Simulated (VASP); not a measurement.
Energy against volume of Eu (bcc). Level of theory: MS2 meta-GGA, VASP's PBE PAW potentials (set 64) (plane waves; VASP 6.6.1). Numerical set-up: 520 eV cut-off, 12×12×12 Γ-centred mesh, first-order Methfessel-Paxton smearing of 0.10 eV, potentials Eu_2.

The 4f electrons are frozen in the core of the lanthanide potential, so 4f levels, which can set the real gap, and their magnetism are missing.

```
V (Å³/atom)  E (eV/atom)
-----------  -----------
37.835          10.11635
39.042          10.10998
40.250          10.10739
41.457          10.10834
```

Task: Fit these four points and predict the energy of the run at 42.665 Å³/atom.

Result: A cubic in V^(−2/3), the third-order Birch-Murnaghan form, passes through the four points with V0 = 40.52 Å³/atom and B0 = 16 GPa, and gives 10.1126 eV/atom there. The run gave 10.1123 eV/atom, -0.3 meV/atom from the fit; all five points give B0 = 15 GPa.

The compound is Eu in the bcc structure. It was relaxed first, which changed the volume by -16 %.
